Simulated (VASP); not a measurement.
TiO2 (anatase): the band gap from VASP (plane waves, PAW) at several levels of theory. Gaps are without spin-orbit coupling. Each level names its cell: its own relaxed one, PBE's, or the starting one. A gap is the smallest over the k-mesh and a band path; hybrids may have named points in place of the path, and GW has the mesh alone.

| level | band gap (eV) |
|---|---|
| PBE (own cell) | 2.09 |
| r2SCAN (own cell) | 2.52 |

The cell of the PBE (own cell) run:

```
TiO2
1.0
   -1.90147     1.90147     4.85247
    1.90147    -1.90147     4.85247
    1.90147     1.90147    -4.85247
Ti O
2 4
Cartesian
  0.00000   1.90147   2.42623
  0.00000   0.00000   0.00000
  0.00000   1.90147   0.42190
  0.00000   0.00000   7.70060
  0.00000   0.00000   2.00433
  0.00000   1.90147   4.43056
```

Only levels that ran to the end are used. Left out are those held back, those with too coarse a band path, GW runs whose mesh misses a band edge, hybrids' fits of cells that aren't cubic and levels without matching references; a question may draw on a part of the rest.

The compound is TiO2 in the anatase structure, one of several forms; rutile is the usual stable one.
